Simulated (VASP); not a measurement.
Level of theory: r2SCAN meta-GGA, VASP's PBE PAW potentials (set 64) (plane waves; VASP 6.6.1).

The input files of a VASP run:

File POSCAR:
```
SiC
1
    0.0000000000     2.1775822467     2.1775822467
    2.1775822467     0.0000000000     2.1775822467
    2.1775822467     2.1775822467    -0.0000000000
Si C
1 1
Direct
  0.0000000000   0.0000000000   0.0000000000
  0.2500000000   0.2500000000   0.2500000000
```

INCAR:
```
ALGO  =  Normal
EDIFF  =  1E-7
ENCUT  =  600
ISIF  =  2
ISMEAR  =  0
LASPH  =  .TRUE.
LCHARG  =  .FALSE.
LMIXTAU  =  .TRUE.
LREAL  =  .FALSE.
LWAVE  =  .FALSE.
METAGGA  =  R2SCAN
NELM  =  100
PREC  =  Accurate
SIGMA  =  0.05
SYSTEM  =  SiC
```

**KPOINTS**
```
K-points
0
gamma
10 10 10
0 0 0
```

POTCAR, in this order: Si C (PBE.64 set). Program: vasp_std.

The run wrote:

**OUTCAR**
```
 ion  position               nearest neighbor table
   1  0.000  0.000  0.000-   2 1.89   2 1.89   2 1.89   2 1.89
   2  0.250  0.250  0.250-   1 1.89   1 1.89   1 1.89   1 1.89
  LATTYP: Found a face centered cubic cell.
 ALAT       =     4.3551644934
 Subroutine PRICEL returns:
 Original cell was already a primitive cell.
 Subroutine GETGRP returns: Found 24 space group operations
The static configuration has the point symmetry T_d .
The dynamic configuration has the point symmetry T_d .
 Subroutine INISYM returns: Found 24 space group operations
 Subroutine IBZKPT returns following result:
 Found     47 irreducible k-points:

 Following reciprocal coordinates:
            Coordinates               Weight
  0.000000  0.000000  0.000000      1.000000
  0.100000  0.000000  0.000000      8.000000
  0.200000  0.000000  0.000000      8.000000
  0.300000  0.000000  0.000000      8.000000
  0.400000  0.000000  0.000000      8.000000
  0.500000  0.000000  0.000000      4.000000
  0.100000  0.100000  0.000000      6.000000
  0.200000  0.100000  0.000000     24.000000
  0.300000  0.100000  0.000000     24.000000
...
```

**OSZICAR**
```
       N       E                     dE             d eps       ncg     rms          rms(c)
DAV:   1     0.275684658704E+01    0.27568E+01   -0.46795E+03   760   0.987E+02
DAV:   2    -0.219107271894E+02   -0.24668E+02   -0.23385E+02  1096   0.119E+02
DAV:   3    -0.223279060090E+02   -0.41718E+00   -0.41718E+00   840   0.194E+01
DAV:   4    -0.223293781679E+02   -0.14722E-02   -0.14722E-02  1184   0.127E+00
DAV:   5    -0.223293785663E+02   -0.39835E-06   -0.39835E-06   896   0.182E-02    0.921E+00
DAV:   6    -0.191462273601E+02    0.31832E+01   -0.59772E+00   976   0.156E+01    0.530E+00
DAV:   7    -0.190934378971E+02    0.52789E-01   -0.72337E-01   992   0.571E+00    0.193E+00
DAV:   8    -0.191205057662E+02   -0.27068E-01   -0.38563E-01   776   0.563E+00    0.145E+00
DAV:   9    -0.193142816212E+02   -0.19378E+00   -0.56362E-02   816   0.259E+00    0.559E-01
DAV:  10    -0.193175030791E+02   -0.32215E-02   -0.66089E-03   912   0.945E-01    0.303E-01
DAV:  11    -0.193299497265E+02   -0.12447E-01   -0.51081E-03   768   0.866E-01    0.386E-02
DAV:  12    -0.193284902289E+02    0.14595E-02   -0.20799E-03   840   0.466E-01    0.815E-02
DAV:  13    -0.193286606278E+02   -0.17040E-03   -0.29979E-04   816   0.132E-01    0.530E-02
DAV:  14    -0.193289862390E+02   -0.32561E-03   -0.88598E-05   816   0.104E-01    0.720E-03
DAV:  15    -0.193289851186E+02    0.11204E-05   -0.34236E-06  1112   0.224E-02    0.586E-03
DAV:  16    -0.193289868287E+02   -0.17101E-05   -0.51064E-07   936   0.686E-03    0.312E-03
DAV:  17    -0.193289875492E+02   -0.72042E-06   -0.12587E-06   832   0.780E-03    0.347E-03
DAV:  18    -0.193289877231E+02   -0.17397E-06   -0.85819E-08   408   0.315E-03    0.672E-04
DAV:  19    -0.193289876847E+02    0.38421E-07   -0.13828E-08   400   0.125E-03
   1 F= -.19328988E+02 E0= -.19328988E+02  d E =-.157169E-18
```

### OUTCAR
```
------------------------ aborting loop because EDIFF is reached ----------------------------------------
  FORCE on cell =-STRESS in cart. coord.  units (eV):
  Direction    XX          YY          ZZ          XY          YZ          ZX
  --------------------------------------------------------------------------------------
  Total       -0.0221251     -0.0221251     -0.0221251      0.0000000      0.0000000      0.0000000
  in kB       -1.7164949     -1.7164949     -1.7164949      0.0000000      0.0000000      0.0000000
  external PRESSURE =      -1.7164949 kB  Pullay stress =       0.0000000 kB
  volume of cell :       20.65
      direct lattice vectors                 reciprocal lattice vectors
     0.000000000  2.177582247  2.177582247    -0.229612452  0.229612452  0.229612452
     2.177582247  0.000000000  2.177582247     0.229612452 -0.229612452  0.229612452
     2.177582247  2.177582247  0.000000000     0.229612452  0.229612452 -0.229612452
  FREE ENERGIE OF THE ION-ELECTRON SYSTEM (eV)
  ---------------------------------------------------
  free  energy   TOTEN  =       -19.3289876847 eV

  energy  without entropy=      -19.3289876847  energy(sigma->0) =      -19.32898768
```
(Selected blocks of OUTCAR.)

The compound is SiC in the zinc blende structure. It was relaxed first.
